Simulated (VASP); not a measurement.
**Titanium: the relaxed cell at several levels of theory**

Aim: relax Titanium at several levels of theory and compare the cells. The starting structure is a measured crystal structure from the Crystallography Open Database. The first relaxation on each setting starts from this cell expanded by 3 % in volume.

Main program and level: VASP 6.6.1; Kohn-Sham DFT with plane waves and PAW; PBEsol, LDA and PBE.

### 1. Starting point

It takes space group P6_3/mmc (No. 194, hexagonal). Conventional cell: a = 2.950 Å, b = 2.950 Å, c = 4.686 Å, α = 90.00°, β = 90.00°, γ = 120.00°. Nearest to Ti lie 12 Ti at 2.90 to 2.95 Å.

As a file:

```cif
data_structure
_symmetry_space_group_name_H-M 'P6_3/mmc'
_symmetry_Int_Tables_number 194
_cell_length_a 2.9500
_cell_length_b 2.9500
_cell_length_c 4.6860
_cell_angle_alpha 90.000
_cell_angle_beta 90.000
_cell_angle_gamma 120.000
_cell_volume 35.32
loop_
_atom_site_label
_atom_site_type_symbol
_atom_site_symmetry_multiplicity
_atom_site_Wyckoff_symbol
_atom_site_fract_x
_atom_site_fract_y
_atom_site_fract_z
_atom_site_occupancy
Ti1 Ti 2 c 0.66667 0.33333 0.75000 1
```

### 2. Relaxation with PBEsol

PBEsol restores the gradient expansion of exchange and is tuned for the cells of solids. This run starts from the cell of an earlier relaxation, which isn't shown; the restart sets up the plane waves anew.

File INCAR:

```
SYSTEM = Ti
PREC = Accurate
ENCUT = 450
EDIFF = 1E-06
NELM = 100
ISMEAR = 1
SIGMA = 0.15
LREAL = .FALSE.
ALGO = Normal
GGA = PS
NBANDS = 18
LORBIT = 11
LWAVE = .FALSE.
LCHARG = .FALSE.
KPAR = 2
IBRION = 2
NSW = 50
ISIF = 3
EDIFFG = -0.004
```

File POSCAR:

```
Ti
1.0
    2.8967804418      0.0000000000      0.0000000000
   -1.4483902209      2.5086854518      0.0000000000
    0.0000000000      0.0000000000      4.5836178180
Ti
2
Direct
    0.6666666667      0.3333333333      0.7500000000
    0.3333333333      0.6666666667      0.2500000000
```

File KPOINTS:

```
Automatic mesh
0
Gamma
18 18 10
0 0 0
```

The projector-augmented-wave data sets are Ti_sv (PBE family, release 64).

On the command line:

```
$ mpirun -np 2 vasp_std
```

Output:

```text
[banner, memory and clock lines left out]
running    2 mpi-ranks, on    1 nodes
 distrk:  each k-point on    1 cores,    2 groups
 distr:  one band on    1 cores,    1 groups

 POSCAR found type information on POSCAR Ti
 POSCAR found :  1 types and       2 ions
|                                                                             |
|               ----> ADVICE to this user running VASP <----                  |
|                                                                             |
|     You enforced a specific xc type in the INCAR file but a different       |
|     [... a line on the potential file left out ...]
|     I HOPE YOU KNOW WHAT YOU ARE DOING!                                     |
|                                                                             |

 LDA part: xc-table for (Slater+PW92), standard interpolation
 POSCAR, INCAR and KPOINTS ok, starting setup
 FFT: planning ... GRIDC
 FFT: planning ... GRID_SOFT
 FFT: planning ... GRID
 WAVECAR not read
 entering main loop
       N       E                     dE             d eps       ncg     rms          rms(c)
DAV:   1     0.242773636061E+03    0.24277E+03   -0.12230E+04  8000   0.153E+03
DAV:   2     0.994122635179E+01   -0.23283E+03   -0.22983E+03  8178   0.432E+02
DAV:   3    -0.178339095368E+02   -0.27775E+02   -0.27477E+02 15186   0.123E+02
DAV:   4    -0.188541377391E+02   -0.10202E+01   -0.10195E+01  9050   0.249E+01
DAV:   5    -0.189015412080E+02   -0.47403E-01   -0.47394E-01 12368   0.382E+00    0.129E+01
DAV:   6    -0.166814692890E+02    0.22201E+01   -0.79054E+00  9362   0.298E+01    0.323E+00
DAV:   7    -0.166547986328E+02    0.26671E-01   -0.88482E-01 12194   0.715E+00    0.210E+00
DAV:   8    -0.166829387431E+02   -0.28140E-01   -0.23095E-01  9318   0.586E+00    0.762E-01
DAV:   9    -0.166734060665E+02    0.95327E-02   -0.54533E-02  9544   0.247E+00    0.676E-02
DAV:  10    -0.166737374491E+02   -0.33138E-03   -0.28438E-03 11626   0.366E-01    0.950E-02
DAV:  11    -0.166737868175E+02   -0.49368E-04   -0.23202E-04  9584   0.118E-01    0.346E-02
DAV:  12    -0.166737766078E+02    0.10210E-04   -0.38491E-05  9862   0.520E-02    0.448E-03
DAV:  13    -0.166737779312E+02   -0.13235E-05   -0.91846E-07  5860   0.905E-03    0.531E-04
DAV:  14    -0.166737784438E+02   -0.51258E-06   -0.23221E-07  4538   0.415E-03
   1 F= -.16673778E+02 E0= -.16674821E+02  d E =-.166738E+02
[...]
2 F= -.16673796E+02 E0= -.16674832E+02  d E =-.172928E-04
[...]
3 F= -.16673809E+02 E0= -.16674848E+02  d E =-.304125E-04
 curvature:  -0.28 expect dE=-0.139E-05 dE for cont linesearch -0.123E-05
 ZBRENT: interpolating
 opt :   0.5113  next Energy=   -16.673810 (dE=-0.315E-04)
 bond charge predicted
       N       E                     dE             d eps       ncg     rms          rms(c)
DAV:   1    -0.166738347574E+02   -0.26537E-04   -0.66982E-04 10450   0.327E-01    0.446E-02
DAV:   2    -0.166738068102E+02    0.27947E-04   -0.12721E-04 11396   0.121E-01    0.127E-02
DAV:   3    -0.166738067855E+02    0.24680E-07   -0.19481E-05 10858   0.267E-02    0.432E-03
DAV:   4    -0.166738080617E+02   -0.12761E-05   -0.35087E-06  7536   0.125E-02    0.163E-03
DAV:   5    -0.166738083950E+02   -0.33335E-06   -0.88203E-07  4704   0.692E-03
   4 F= -.16673808E+02 E0= -.16674848E+02  d E =-.299512E-04
 curvature:  -0.26 expect dE=-0.247E-06 dE for cont linesearch -0.137E-06
 trial: gam=-0.06607 g(F)=  0.626E-48 g(S)=  0.967E-06 ort = 0.701E-05 (trialstep = 0.902E+00)
 search vector abs. value=  0.440E-06
 reached required accuracy - stopping structural energy minimisation
```

Wall time 83 s (2 MPI ranks of Intel Xeon Platinum 8259CL at 2.50GHz (Skylake/Cascade Lake), shared host); peak memory 0.39 GiB.

The logs omit lines about the potential files and the build; timing stands in the text.

OUTCAR, selected parts (step 2):

```text
ion  position               nearest neighbor table
   1  0.667  0.333  0.750-   2 2.84   2 2.84   2 2.84   2 2.84   2 2.84   2 2.84
   2  0.333  0.667  0.250-   1 2.84   1 2.84   1 2.84   1 2.84   1 2.84   1 2.84

  LATTYP: Found a hexagonal cell.
 ALAT       =     2.8967804418
 C/A-ratio  =     1.5823145420

 Subroutine GETGRP returns: Found 24 space group operations
 (whereof 12 operations were pure point group operations)

The static configuration has the point symmetry D_3d.
 The point group associated with its full space group is D_6h.

 Found    222 irreducible k-points:

   k-points           NKPTS =    222   k-points in BZ     NKDIM =    222   number of bands    NBANDS=     18

   dimension x,y,z NGX =    20 NGY =   20 NGZ =   32
   dimension x,y,z NGXF=    40 NGYF=   40 NGZF=   64

   ENCUT  =  450.0 eV  33.07 Ry    5.75 a.u.   5.01  5.01  7.93*2*pi/ulx,y,z

   NELECT =      24.0000    total number of electrons

 k-points in reciprocal lattice and weights: Automatic mesh
   0.00000000  0.00000000  0.00000000       0.000
   0.05555556  0.00000000  0.00000000       0.002
   0.11111111  0.00000000  0.00000000       0.002
   0.16666667 -0.00000000  0.00000000       0.002
   0.22222222  0.00000000  0.00000000       0.002
   0.27777778  0.00000000  0.00000000       0.002
   0.33333333 -0.00000000  0.00000000       0.002
   0.38888889  0.00000000  0.00000000       0.002
   0.44444444  0.00000000  0.00000000       0.002
[...]
0.33333333  0.27777778  0.50000000       0.004
   0.33333333  0.33333333  0.50000000       0.001

 average (electrostatic) potential at core
       1 -71.7444       2 -71.7444

 E-fermi :   8.6889

 k-point     1 :       0.0000    0.0000    0.0000
  band No.  band energies     occupation
    ...
      6     -23.8075      2.00000
      7     -23.7706      2.00000
      8     -23.7706      2.00000
      9       2.3678      2.00000
     10       5.8718      2.00000
     11       9.4671     -0.00000
     12       9.4671     -0.00000
     13       9.5855     -0.00000
     14       9.6008     -0.00000
     15      10.0022     -0.00000
    ...

 k-point     2 :       0.0556    0.0000    0.0000
  band No.  band energies     occupation
    ...
      6     -23.8108      2.00000
      7     -23.7877      2.00000
      8     -23.7727      2.00000
      9       2.4590      2.00000
     10       5.9444      2.00000
     11       9.2684     -0.00000
     12       9.3904     -0.00000
     13       9.5323     -0.00000
     14       9.7611     -0.00000
     15       9.9548     -0.00000
    ...

 k-point     3 :       0.1111    0.0000    0.0000
  band No.  band energies     occupation
    ...
      6     -23.8365      2.00000
      7     -23.8209      2.00000
      8     -23.7788      2.00000
      9       2.7259      2.00000
     10       6.1495      2.00000
     11       8.9415     -0.03852
     12       8.9656     -0.02556
     13       9.7247     -0.00000
     14       9.7991     -0.00000
     15       9.9974     -0.00000
    ...

  Total       -0.0043938     -0.0043938      0.0012183      0.0000000      0.0000000      0.0000000
  in kB       -0.2116171     -0.2116171      0.0586749      0.0000000      0.0000000      0.0000000
  external PRESSURE =      -0.1215198 kB  Pullay stress =       0.0000000 kB

  energy-cutoff  :      450.00
  volume of cell :       33.27
      direct lattice vectors                 reciprocal lattice vectors
     2.895442593 -0.000000000  0.000000000     0.345370343  0.199399660  0.000000000
    -1.447721296  2.507526841  0.000000000     0.000000000  0.398799320  0.000000000
     0.000000000 -0.000000000  4.581839755    -0.000000000 -0.000000000  0.218252941

 POSITION                                       TOTAL-FORCE (eV/Angst)
 -----------------------------------------------------------------------------------
      1.44772      0.83584      3.43638        -0.000000     -0.000000      0.000000
     -0.00000      1.67168      1.14546         0.000000      0.000000      0.000000
 -----------------------------------------------------------------------------------
    total drift:                               -0.000000      0.000000     -0.000000

  FREE ENERGIE OF THE ION-ELECTRON SYSTEM (eV)
  ---------------------------------------------------
  free  energy   TOTEN  =       -16.6738083950 eV

  energy  without entropy=      -16.6769270083  energy(sigma->0) =      -16.67484793

 reached required accuracy - stopping structural energy minimisation

 total charge
# of ion       s       p       d       tot
------------------------------------------
    1        2.260   6.130   1.915  10.305
    2        2.260   6.130   1.915  10.305
--------------------------------------------------
tot          4.520  12.261   3.830  20.610

[... 3 further parts left out ...]
```

CONTCAR:

```
Ti
   1.00000000000000
     2.8954425928389256   -0.0000000000000000    0.0000000000000000
    -1.4477212964194628    2.5075268406132620    0.0000000000000000
     0.0000000000000000   -0.0000000000000000    4.5818397551256744
  Ti
     2
Direct
     0.6666666667000030    0.3333333332999970    0.7500000000000000
     0.3333333332999970    0.6666666667000030    0.2500000000000000
```

The PAW data sets were made with PBE, which is usual practice but a small mismatch for other functionals. The run keeps the 24 symmetry operations of its start, so it cannot find a distortion of lower symmetry.

With PBEsol the relaxed cell holds 16.633 Å³ an atom, -5.81 % against the measured cell, with a = 2.895 Å and c = 4.582 Å. Pressures at 0.985 and 1.015 times this volume, from two more relaxations that aren't shown, give a bulk modulus of 119.8 GPa.

### 3. Relaxation with LDA

LDA, the lowest rung, knows the local density alone. This run starts from the cell of an earlier relaxation, which isn't shown; the restart sets up the plane waves anew.

Edit INCAR of step 2 so:

```diff
@@ -9,3 +9,3 @@
 ALGO = Normal
-GGA = PS
+GGA = CA
 NBANDS = 18
```

File POSCAR:

```
Ti
1.0
    2.8609836849      0.0000000000      0.0000000000
   -1.4304918425      2.4776845510      0.0000000000
    0.0000000000      0.0000000000      4.5332109667
Ti
2
Direct
    0.6666666667      0.3333333333      0.7500000000
    0.3333333333      0.6666666667      0.2500000000
```

KPOINTS is that of step 2.

PAW data sets: Ti_sv (LDA family, release 64).

On the command line:

```
$ mpirun -np 2 vasp_std
```

Output:

```text
[banner, memory and clock lines left out]
running    2 mpi-ranks, on    1 nodes
[...]
LDA part: xc-table for (Slater(with rela. corr.)+CA(PZ))
 , standard interpolation
 POSCAR, INCAR and KPOINTS ok, starting setup
[...]
entering main loop
       N       E                     dE             d eps       ncg     rms          rms(c)
DAV:   1     0.244230195095E+03    0.24423E+03   -0.12234E+04  8024   0.154E+03
DAV:   2     0.989112142993E+01   -0.23434E+03   -0.23128E+03  8176   0.436E+02
DAV:   3    -0.179331020549E+02   -0.27824E+02   -0.27516E+02 15008   0.123E+02
DAV:   4    -0.189642118315E+02   -0.10311E+01   -0.10302E+01  9010   0.249E+01
[...]
DAV:  11    -0.170950427254E+02   -0.93546E-05   -0.18633E-04  9936   0.121E-01    0.407E-02
DAV:  12    -0.170950315540E+02    0.11171E-04   -0.48147E-05  9320   0.651E-02    0.248E-03
DAV:  13    -0.170950316988E+02   -0.14479E-06   -0.16789E-06  6854   0.986E-03
   1 F= -.17095032E+02 E0= -.17095774E+02  d E =-.170950E+02
[...]
DAV:   7    -0.170950644018E+02   -0.30566E-05   -0.72006E-06  9708   0.169E-02    0.284E-03
DAV:   8    -0.170950648765E+02   -0.47470E-06   -0.10806E-06  5210   0.652E-03
   2 F= -.17095065E+02 E0= -.17095787E+02  d E =-.331777E-04
 trial-energy change:   -0.000033  1 .order   -0.000023   -0.000165    0.000119
 step:   0.6313(harm=  0.5799)  dis= 0.00000  next Energy=   -17.095086 (dE=-0.547E-04)
[...]
N       E                     dE             d eps       ncg     rms          rms(c)
DAV:   1    -0.170956282433E+02   -0.56384E-03   -0.13358E-02 10452   0.143E+00    0.200E-01
DAV:   2    -0.170950909100E+02    0.53733E-03   -0.26096E-03 11488   0.544E-01    0.585E-02
DAV:   3    -0.170950633684E+02    0.27542E-04   -0.36051E-04 11258   0.120E-01    0.187E-02
DAV:   4    -0.170950763587E+02   -0.12990E-04   -0.67885E-05 10280   0.535E-02    0.727E-03
DAV:   5    -0.170950857485E+02   -0.93898E-05   -0.20560E-05 10408   0.275E-02    0.106E-02
DAV:   6    -0.170950884963E+02   -0.27478E-05   -0.67718E-06  9328   0.195E-02    0.267E-03
DAV:   7    -0.170950887784E+02   -0.28208E-06   -0.78239E-07  4706   0.629E-03
   3 F= -.17095089E+02 E0= -.17095819E+02  d E =-.570796E-04
[...]
reached required accuracy - stopping structural energy minimisation
```

It took 67 s on 2 MPI ranks; peak memory 0.36 GiB.

OUTCAR, selected parts (step 3):

```text
  Total        0.0071010      0.0071010      0.0065048     -0.0000000     -0.0000000      0.0000000
  in kB        0.3548224      0.3548224      0.3250291     -0.0000000     -0.0000000      0.0000000
  external PRESSURE =       0.3448913 kB  Pullay stress =       0.0000000 kB

 POSITION                                       TOTAL-FORCE (eV/Angst)
 -----------------------------------------------------------------------------------
      1.42948      0.82531      3.39731         0.000000     -0.000000      0.000000
     -0.00000      1.65062      1.13244        -0.000000      0.000000      0.000000
 -----------------------------------------------------------------------------------
    total drift:                               -0.000000      0.000000     -0.000000

  FREE ENERGIE OF THE ION-ELECTRON SYSTEM (eV)
  ---------------------------------------------------
  free  energy   TOTEN  =       -17.0950887784 eV

  energy  without entropy=      -17.0972784556  energy(sigma->0) =      -17.09581867

[... 2 parts as in an earlier step ...]

[... 2 further parts left out ...]
[key lines of the parts left out:]
E-fermi :   8.9779
```

With LDA the relaxed cell holds 16.032 Å³ an atom, -9.21 % against the measured cell, with a = 2.859 Å and c = 4.530 Å. That is -3.61 % from PBEsol. Pressures at 0.985 and 1.015 times this volume, from two more relaxations that aren't shown, give a bulk modulus of 127.8 GPa.

### 4. Relaxation with PBE

PBE, the usual starting point, adds the gradient of the density. This run starts from the cell of an earlier relaxation, which isn't shown; the restart sets up the plane waves anew.

Edit INCAR of step 3 so:

```diff
@@ -9,3 +9,3 @@
 ALGO = Normal
-GGA = CA
+GGA = PE
 NBANDS = 18
```

File POSCAR:

```
Ti
1.0
    2.9340636772      0.0000000000      0.0000000000
   -1.4670318386      2.5409736808      0.0000000000
    0.0000000000      0.0000000000      4.6423269550
Ti
2
Direct
    0.6666666667      0.3333333333      0.7500000000
    0.3333333333      0.6666666667      0.2500000000
```

KPOINTS is that of step 3.

The projector-augmented-wave data sets are Ti_sv (PBE family, release 64).

On the command line:

```
$ mpirun -np 2 vasp_std
```

Output:

```text
[banner, memory and clock lines left out]
running    2 mpi-ranks, on    1 nodes
[...]
LDA part: xc-table for (Slater+PW92), standard interpolation
 POSCAR, INCAR and KPOINTS ok, starting setup
[...]
entering main loop
       N       E                     dE             d eps       ncg     rms          rms(c)
DAV:   1     0.246474693312E+03    0.24647E+03   -0.12364E+04  8000   0.153E+03
DAV:   2     0.114799339531E+02   -0.23499E+03   -0.23192E+03  8182   0.435E+02
DAV:   3    -0.165766210398E+02   -0.28057E+02   -0.27761E+02 15160   0.124E+02
DAV:   4    -0.176896128098E+02   -0.11130E+01   -0.11123E+01  9110   0.257E+01
[...]
DAV:  12    -0.156660909830E+02    0.10983E-04   -0.34936E-05  9960   0.463E-02    0.470E-03
DAV:  13    -0.156660925554E+02   -0.15723E-05   -0.59649E-07  5454   0.764E-03    0.118E-03
DAV:  14    -0.156660931951E+02   -0.63976E-06   -0.24171E-07  4568   0.408E-03
   1 F= -.15666093E+02 E0= -.15667186E+02  d E =-.156661E+02
[...]
DAV:   5    -0.156660956348E+02   -0.16490E-04   -0.35032E-05 10160   0.360E-02    0.134E-02
DAV:   6    -0.156661003099E+02   -0.46751E-05   -0.11794E-05  9952   0.248E-02    0.388E-03
DAV:   7    -0.156661012629E+02   -0.95302E-06   -0.13614E-06  5676   0.873E-03
   2 F= -.15666101E+02 E0= -.15667194E+02  d E =-.806780E-05
 trial-energy change:   -0.000008  1 .order   -0.000009   -0.000036    0.000019
 step:   0.6561(harm=  0.6561)  dis= 0.00000  next Energy=   -15.666105 (dE=-0.117E-04)
[...]
N       E                     dE             d eps       ncg     rms          rms(c)
DAV:   1    -0.156662130307E+02   -0.11272E-03   -0.25637E-03 10750   0.622E-01    0.887E-02
DAV:   2    -0.156661056717E+02    0.10736E-03   -0.51527E-04 11152   0.237E-01    0.247E-02
DAV:   3    -0.156661021489E+02    0.35229E-05   -0.69956E-05 11316   0.481E-02    0.787E-03
DAV:   4    -0.156661041301E+02   -0.19812E-05   -0.12295E-05  9274   0.223E-02    0.316E-03
DAV:   5    -0.156661057947E+02   -0.16646E-05   -0.43843E-06  9160   0.129E-02    0.459E-03
DAV:   6    -0.156661059586E+02   -0.16387E-06   -0.11718E-06  5312   0.852E-03
   3 F= -.15666106E+02 E0= -.15667199E+02  d E =-.127635E-04
[...]
reached required accuracy - stopping structural energy minimisation
```

It took 72 s on 2 MPI ranks; peak memory 0.38 GiB.

Parts of OUTCAR (step 4):

```text
  Total        0.0046307      0.0046307      0.0027933      0.0000000      0.0000000      0.0000000
  in kB        0.2145874      0.2145874      0.1294427      0.0000000      0.0000000      0.0000000
  external PRESSURE =       0.1862058 kB  Pullay stress =       0.0000000 kB

 POSITION                                       TOTAL-FORCE (eV/Angst)
 -----------------------------------------------------------------------------------
      1.46656      0.84672      3.48032        -0.000000      0.000000      0.000000
     -0.00000      1.69344      1.16011         0.000000     -0.000000      0.000000
 -----------------------------------------------------------------------------------
    total drift:                               -0.000000      0.000000     -0.000000

  FREE ENERGIE OF THE ION-ELECTRON SYSTEM (eV)
  ---------------------------------------------------
  free  energy   TOTEN  =       -15.6661059586 eV

  energy  without entropy=      -15.6693847943  energy(sigma->0) =      -15.66719890

[... 2 parts as in an earlier step ...]

[... 2 further parts left out ...]
[key lines of the parts left out:]
E-fermi :   8.4055
```

With PBE the relaxed cell holds 17.287 Å³ an atom, -2.10 % against the measured cell, with a = 2.933 Å and c = 4.640 Å. That is +3.93 % from PBEsol. Pressures at 0.985 and 1.015 times this volume, from two more relaxations that aren't shown, give a bulk modulus of 112.2 GPa.

### 5. All runs side by side

```
 level  volume (Å³/atom)  against the measured cell (%)   a (Å)   c (Å)  bulk modulus (GPa)  pressure left (GPa)  core minutes
PBEsol            16.633                          -5.81  2.8954  4.5818               119.8                -0.01          9.77
   LDA            16.032                          -9.21   2.859  4.5297               127.8                 0.03          7.57
   PBE            17.287                           -2.1  2.9331  4.6404               112.2                 0.02          8.27
```

Core minutes are wall time times ranks, summed over the relaxations behind a row (those for a bulk modulus apart), on shared hosts.

### 6. What came out

- volume, PBEsol: 16.63 Å³/atom
- volume, LDA: 16.03 Å³/atom
- volume, PBE: 17.29 Å³/atom

**Reading.** Across 3 levels the volume of Titanium spans 7.8 %, from 16.03 Å³ an atom (LDA) to 17.29 Å³ (PBE). Against the measured volume of the starting structure, PBE comes nearest (-2.1 %) and LDA lies farthest (-9.2 %). The measured cell holds zero-point expansion and, unless it was taken cold, thermal expansion, which the runs lack, so small differences decide nothing. The bulk modulus goes from 112.2 GPa (PBE) to 127.8 GPa (LDA). All runs keep the symmetry of the start, so they can't find a distortion of lower symmetry. Further runs on this material are not shown.

[Lines on the potential files, build, host, timing and source positions are cut from VASP's logs without a mark.]

[Logs are printed without paths, hosts, clocks, repeated set-up lines and the standing remarks that a program may print on its own settings, such as how far it seeks lower states.]

[Hosts, paths, dates, database ids (printed as entryN), source tags and the programs' standing remarks are cut or masked in the printed files.]
